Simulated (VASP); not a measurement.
# Ba3Pm (I4/mmm) in VASP: runs at scaled volumes

Single points of Ba3Pm at other volumes, in PBE.

Everything below comes from runs of VASP 6.6.1. Logs are shortened: lines on timing, memory, paths and dates and some standing lists are left out, and cuts for length are marked.

## 1. The undisturbed crystal

The structure is tetragonal, space group I4/mmm (No. 139). Conventional cell: a = 5.932 Å, b = 5.932 Å, c = 11.983 Å, α = 90.00°, β = 90.00°, γ = 90.00°. Pm (site symmetry 4/mmm) has 12 Ba at 4.19 to 4.22 Å as nearest neighbours. Ba (site symmetry 4/mmm) is surrounded by 4 Pm at 4.19 Å and 8 Ba at 4.22 Å. Ba (site symmetry -4m2) is surrounded by 8 Ba at 4.19 to 4.22 Å and 4 Pm at 4.22 Å.

The cell comes from a database or a generator and needn't be the stable form of this composition.

## 2. Equation of state, PBE, collinear spin, ferromagnetic start, 49.54 Å³/atom (volume scaled by 0.94)

The input, INCAR:

```
SYSTEM = Ba3Pm
ALGO = Normal
EDIFF = 1E-7
ENCUT = 520
GGA = PE
ISIF = 2
ISMEAR = -1
ISPIN = 2
LASPH = .TRUE.
LCHARG = .FALSE.
LMAXMIX = 6
LORBIT = 11
LREAL = .FALSE.
LWAVE = .FALSE.
MAGMOM = 4 0 0 0
NBANDS = 34
NELM = 120
PREC = Accurate
SIGMA = 0.05
```

The input, KPOINTS:

```
k-points
0
G
  6 6 6
  0 0 0
```

The input, POSCAR:

```
Ba3Pm
1.0
   -2.9053475827      2.9053475827      5.8692362109
    2.9053475827     -2.9053475827      5.8692362109
    2.9053475827      2.9053475827     -5.8692362109
Pm Ba
1 3
Direct
    0.0000000000      0.0000000000      0.0000000000
    0.5000000000      0.5000000000      0.0000000000
    0.2500000000      0.7500000000      0.5000000000
    0.7500000000      0.2500000000      0.5000000000
```

Potentials or basis: VASP PAW PBE potentials, release 64 (Pm, Ba_sv).

Started as:

```sh
> cat potpaw_PBE.64/Pm/POTCAR potpaw_PBE.64/Ba_sv/POTCAR > POTCAR
> mpirun -np 1 vasp_std > vasp.out
```

OUTCAR:

```text
SYSTEM = Ba3Pm
   EDIFF = 1E-7
   ENCUT = 520
   GGA = PE
   ISIF = 2
   ISMEAR = -1
   ISPIN = 2
   LASPH = .TRUE.
   LORBIT = 11
   LREAL = .FALSE.
   NELM = 120
   PREC = Accurate

 Found     30 irreducible k-points:

 Following reciprocal coordinates:
            Coordinates               Weight
  0.000000  0.000000  0.000000      1.000000
  0.166667  0.000000  0.000000      8.000000
  0.333333  0.000000  0.000000      8.000000
  0.500000  0.000000  0.000000      4.000000
  0.166667  0.166667 -0.000000      8.000000
  0.333333  0.166667 -0.000000     16.000000
   k-points           NKPTS =     30   k-points in BZ     NKDIM =     30   number of bands    NBANDS=     34
   number of dos      NEDOS =    301   number of ions     NIONS =      4
   total plane-waves  NPLWV = 157464
   dimension x,y,z NGX =    54 NGY =   54 NGZ =   54
   dimension x,y,z NGXF=   108 NGYF=  108 NGZF=  108
   ions per type =               1   3
   NGX,Y,Z   is equivalent  to a cutoff of  12.53, 12.53, 12.53 a.u.
   NGXF,Y,Z  is equivalent  to a cutoff of  25.06, 25.06, 25.06 a.u.
 SYSTEM =  Ba3Pm
   PREC   = accura    normal or accurate (medium, high low for compatibility)
   ISTART =      0    job   : 0-new  1-cont  2-samecut
   ICHARG =      2    charge: 1-file 2-atom 10-const
   ISPIN  =      2    spin polarized calculation?
   LNONCOLLINEAR =      F non collinear calculations
   LSORBIT =      F    spin-orbit coupling
   LASPH  =      T    aspherical Exc in radial PAW
   ENCUT  =  520.0 eV  38.22 Ry    6.18 a.u.  13.32 13.32 13.32*2*pi/ulx,y,z
   NELM   =    120;   NELMIN=  2; NELMDL= -5     # of ELM steps
   EDIFF  = 0.1E-06   stopping-criterion for ELM
   LREAL  =      F    real-space projection
   EDIFFG = 0.1E-05   stopping-criterion for IOM
   NSW    =      0    number of steps for IOM
   IBRION =     -1    ionic relax: 0-MD 1-quasi-New 2-CG
   NFREE  =      0    steps in history (QN), initial steepest desc. (CG)
   ISIF   =      2    stress and relaxation
   ISYM   =      2    0-nonsym 1-usesym 2-fastsym
   POTIM  = 0.5000    time-step for ionic-motion
   TEBEG  =    0.0;   TEEND  =   0.0 temperature during run
   PSTRESS=    0.0 pullay stress
   NELECT =      45.0000    total number of electrons
   NUPDOWN=      -1.0000    fix difference up-down
   EMIN   =  10.00;   EMAX   =-10.00  energy-range for DOS
   EFERMI =   0.00;   METHOD = LEGACY
   ISMEAR =    -1;   SIGMA  =   0.05  broadening in eV -4-tet -1-fermi 0-gaus
   EFERMI_NEDOS =   21; number of points for ismear=-14 and -15
   IALGO  =     38    algorithm
   IMIX   =      4    mixing-type and parameters
     AMIX     =   0.40;   BMIX     =  1.00
     AMIX_MAG =   1.60;   BMIX_MAG =  1.00
  volume/ion in A,a.u.               =      49.54       334.33
  Fermi-wavevector in a.u.,A,eV,Ry     =   0.998772  1.887406 13.572434  0.997546
  Thomas-Fermi vector in A             =   2.131018
   LORBIT       =     11    0 simple, 1 ext, 2 COOP (PROOUT), +10 PAW based schemes
   GGA     = PE    functional components
   LHFCALC =     F    Hartree Fock is set to
   AEXX    =    0.0000 exact exchange contribution
   IVDW    =     0    specifies the selected vdW correction
   LEPSILON=     F    determine dielectric tensor
   LRPA    =     F    only Hartree local field effects (RPA)
 spin polarized calculation
  energy-cutoff  :      520.00
  volume of cell :      198.17
 maximum number of plane-waves:      5364
 NGX is ok and might be reduce to    54
   NGX = 27   NGY = 27   NGZ = 27

 number of electron      44.9999997 magnetization       5.3582852

 Free energy of the ion-electron system (eV)
  ---------------------------------------------------
  ext. energy  EPLUGINS =         0.00000000
  ---------------------------------------------------
  free energy    TOTEN  =       -12.89483315 eV

  energy without entropy =      -12.76737775  energy(sigma->0) =      -12.83110545

 E-fermi :   2.8353     XC(G=0):  -8.2394

 val. band max:        2.8317681507   @ k =  -0.1667  -0.1667   0.1667
 cond. band min:       2.8388850746   @ k =   0.1667   0.0000   0.0000
 fundamental gap:      0.0071169239
 Fermi energy:         2.8352628251

 spin component 1

 k-point     1 :       0.0000    0.0000    0.0000
  band No.  band energies     occupation
      1     -36.2387      1.00000
      2     -25.6593      1.00000
      3     -25.5541      1.00000
      4     -25.5389      1.00000
      5     -16.6936      1.00000
      6     -16.6936      1.00000
[... 26 lines left out ...]
     33       4.6074      0.00000
     34       4.7187      0.00000
[... 154 lines left out ...]
      4     -25.5587      1.00000
      5     -16.6957      1.00000
      6     -16.6936      1.00000
[... 26 lines left out ...]
     33       4.0220      0.00000
     34       4.1362      0.00000

 [... further k-points ...]

 spin component 2

 k-point     1 :       0.0000    0.0000    0.0000
  band No.  band energies     occupation
      1     -34.0692      1.00000
      2     -25.6430      1.00000
      3     -25.5388      1.00000
      4     -25.5225      1.00000
      5     -15.1207      1.00000
      6     -15.1207      1.00000
[... 26 lines left out ...]
     33       5.6633      0.00000
     34       5.8977      0.00000
[... 154 lines left out ...]
      4     -25.5424      1.00000
      5     -15.1241      1.00000
      6     -15.1205      1.00000
[... 26 lines left out ...]
     33       5.9000      0.00000
     34       5.9269      0.00000

 [... further k-points ...]
[... 5 lines left out ...]
  --------------------------------------------------------------------------------------
  -------------------------------------------------------------------------------------
  Total        2.0523075      2.0523075      2.0058112      0.0000000      0.0000000      0.0000000
  in kB       16.5926307     16.5926307     16.2167140      0.0000000      0.0000000      0.0000000
  external PRESSURE =      16.4673252 kB  Pullay stress =       0.0000000 kB

 VOLUME and BASIS-vectors are now :
 -----------------------------------------------------------------------------
  energy-cutoff  :      520.00
  volume of cell :      198.17
      direct lattice vectors                 reciprocal lattice vectors
    -2.905347583  2.905347583  5.869236211     0.000000000  0.172096448  0.085189960
     2.905347583 -2.905347583  5.869236211     0.172096448  0.000000000  0.085189960
     2.905347583  2.905347583 -5.869236211     0.172096448  0.172096448  0.000000000

 POSITION                                       TOTAL-FORCE (eV/Angst)
 -----------------------------------------------------------------------------------
      0.00000      0.00000      0.00000         0.000000     -0.000000      0.000000
      0.00000      0.00000      5.86924         0.000000     -0.000000      0.000000
      2.90535     -0.00000      2.93462        -0.000000      0.000000      0.000000
     -0.00000      2.90535      2.93462         0.000000     -0.000000     -0.000000
 -----------------------------------------------------------------------------------
    total drift:                               -0.000000      0.000000      0.000000

  FREE ENERGIE OF THE ION-ELECTRON SYSTEM (eV)
  ---------------------------------------------------
  free  energy   TOTEN  =       -12.8948331546 eV

  energy  without entropy=      -12.7673777463  energy(sigma->0) =      -12.83110545

 total charge

# of ion       s       p       d       f       tot
--------------------------------------------------
    1        2.053   5.488   0.345   4.489  12.375
    2        2.078   5.522   0.381   0.000   7.980
    3        2.078   5.522   0.380   0.000   7.981
    4        2.078   5.522   0.380   0.000   7.981
--------------------------------------------------
tot          8.288  22.055   1.485   4.489  36.317

 magnetization (x)

# of ion       s       p       d       f       tot
--------------------------------------------------
    1       -0.005   0.010   0.122   4.483   4.611
    2       -0.000   0.003   0.031   0.000   0.033
    3        0.001   0.002   0.034   0.000   0.036
    4        0.001   0.002   0.034   0.000   0.036
--------------------------------------------------
tot         -0.003   0.017   0.219   4.483   4.717
```

OSZICAR:

```text
N       E                     dE             d eps       ncg     rms          rms(c)
DAV:   1     0.493762954652E+03    0.49376E+03   -0.17159E+04  4080   0.131E+03
DAV:   2     0.603966632130E+02   -0.43337E+03   -0.40884E+03  5274   0.300E+02
[... 25 lines left out ...]
DAV:  28    -0.128948295923E+02   -0.58290E-04   -0.93026E-06  4972   0.299E-02    0.629E-03
DAV:  29    -0.128948325732E+02   -0.29808E-05   -0.15662E-06  6080   0.958E-03    0.297E-03
DAV:  30    -0.128948313429E+02    0.12302E-05   -0.48028E-06  6046   0.118E-02    0.478E-03
DAV:  31    -0.128948324085E+02   -0.10656E-05   -0.15477E-06  5788   0.683E-03    0.141E-03
DAV:  32    -0.128948331400E+02   -0.73148E-06   -0.20543E-07  3720   0.459E-03    0.646E-04
DAV:  33    -0.128948331546E+02   -0.14618E-07   -0.13937E-08  2706   0.185E-03
   1 F= -.12894833E+02 E0= -.12831105E+02  d E =-.127455E+00  mag=     5.3583
```

Wall time 37 min (1 thread of AMD EPYC 7R13 (Zen 3), shared host); peak memory 0.71 GiB.

What came out:

* Free energy: -12.8948 eV
* Pressure: 1.6 GPa
* Band gap on the k mesh: none (metal or under the smearing width)
* Net moment: 5.36 μB per cell
* Site moments: Pm +4.61; Ba +0.03, +0.04 μB
* Valence electrons inside the program's atomic spheres: Pm 12.38; Ba 7.98

Caveat: the magnetic or orbital state may not be the lowest; spin-orbit coupling is left out, which moves the levels of the heavy elements; without U or exact exchange the open f shell lies at the Fermi level, which spoils levels, moments and volumes.

## 3. Equation of state, PBE, collinear spin, ferromagnetic start, 50.60 Å³/atom (volume scaled by 0.96)

The input, INCAR:

```
ALGO     = Normal         # electronic algorithm
EDIFF    = 1E-7           # SCF threshold, eV
ENCUT    = 520            # plane-wave cutoff, eV
GGA      = PE             # functional
ISIF     = 2              # what is computed and relaxed
ISMEAR   = -1             # smearing method
ISPIN    = 2              # spin polarisation
LASPH    = T              # aspherical terms in the spheres
LCHARG   = F              # write CHGCAR
LMAXMIX  = 6              # l up to which the mixer works
LORBIT   = 11             # projections on sites
LREAL    = F              # projectors in reciprocal space
LWAVE    = F              # write WAVECAR
MAGMOM   = 4 0 0 0        # initial moments
NBANDS   = 34             # bands
NELM     = 120            # most SCF steps
PREC     = Accurate       # precision mode
SIGMA    = 0.05           # smearing width, eV
```

The input, KPOINTS:

```
k-points
0
Gamma
  6 6 6
```

The input, POSCAR:

```
Ba3Pm
1.0
   -2.9258084511      2.9258084511      5.9105702221
    2.9258084511     -2.9258084511      5.9105702221
    2.9258084511      2.9258084511     -5.9105702221
Pm Ba
1 3
Direct
    0.0000000000      0.0000000000      0.0000000000
    0.5000000000      0.5000000000      0.0000000000
    0.2500000000      0.7500000000      0.5000000000
    0.7500000000      0.2500000000      0.5000000000
```

Potentials or basis: VASP PAW PBE potentials, release 64 (Pm, Ba_sv).

Started as:

```sh
> cat potpaw_PBE.64/Pm/POTCAR potpaw_PBE.64/Ba_sv/POTCAR > POTCAR
> mpirun -np 1 vasp_std > vasp.out
```

It took 37 min on 1 thread of AMD EPYC 7R13 (Zen 3), shared host; peak memory 0.68 GiB.

The run converged. Its results:

| Property | Result |
| --- | --- |
| Free energy | -12.6976 eV |
| Pressure | 1.4 GPa |
| Band gap on the k mesh | none (metal or under the smearing width) |
| Net moment | 5.69 μB per cell |
| Site moments | Pm +4.68; Ba +0.06 μB |
| Valence electrons inside the program's atomic spheres | Pm 12.40; Ba 7.97 |

Caveat: the magnetic or orbital state may not be the lowest; spin-orbit coupling is left out, which moves the levels of the heavy elements; without U or exact exchange the open f shell lies at the Fermi level, which spoils levels, moments and volumes.
